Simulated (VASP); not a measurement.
Level of theory: AM05 GGA, VASP's PBE PAW potentials (set 64) (plane waves; VASP).

A VASP calculation is set up with these files.

INCAR:
```
SYSTEM = CeO2
PREC = Accurate
ENCUT = 520
EDIFF = 1E-6
NELM = 100
ALGO = Normal
LREAL = .FALSE.
LASPH = .TRUE.
ISMEAR = 0
SIGMA = 0.05
GGA = AM
LMAXMIX = 6
LWAVE = .FALSE.
LCHARG = .FALSE.
IBRION = 2
ISIF = 3
NSW = 60
EDIFFG = -0.02
```

KPOINTS:
```
Automatic
0
Gamma
 6 6 6
0 0 0
```

**POSCAR**
```
CeO2
1
   -0.0000000000     2.7004958896     2.7004958896
    2.7004958896    -0.0000000000     2.7004958896
    2.7004958896     2.7004958896     0.0000000000
Ce O
1 2
Direct
  0.0000000000   0.0000000000   0.0000000000
  0.2500000000   0.2500000000   0.2500000000
  0.7500000000   0.7500000000   0.7500000000
```

POTCAR, in this order: Ce O (PBE.64 set). Program: vasp_std.

Problem. What does the run give for the energy per atom (σ→0)?

Solution. 
The energy per atom (σ→0) is -8.945 eV/atom.

File OSZICAR:
```
...
DAV:  12    -0.268358585148E+02    0.75755E-02   -0.92710E-02   528   0.198E+00    0.821E-01
DAV:  13    -0.268347634623E+02    0.10951E-02   -0.61706E-02   864   0.249E+00    0.620E-01
DAV:  14    -0.268339575151E+02    0.80595E-03   -0.41672E-03   640   0.659E-01    0.330E-01
DAV:  15    -0.268337028140E+02    0.25470E-03   -0.39033E-03   760   0.555E-01    0.433E-02
DAV:  16    -0.268336940874E+02    0.87266E-05   -0.14515E-04   808   0.108E-01    0.315E-02
DAV:  17    -0.268336950896E+02   -0.10022E-05   -0.17306E-05   712   0.287E-02    0.117E-02
DAV:  18    -0.268336947033E+02    0.38632E-06   -0.57675E-06   576   0.228E-02
   1 F= -.26833695E+02 E0= -.26833695E+02  d E =-.268337E+02
```

The compound is CeO2 in the fluorite structure. It was relaxed first. The start is the result of an earlier pass. The run is not spin-polarised, so no magnetic state was tried.
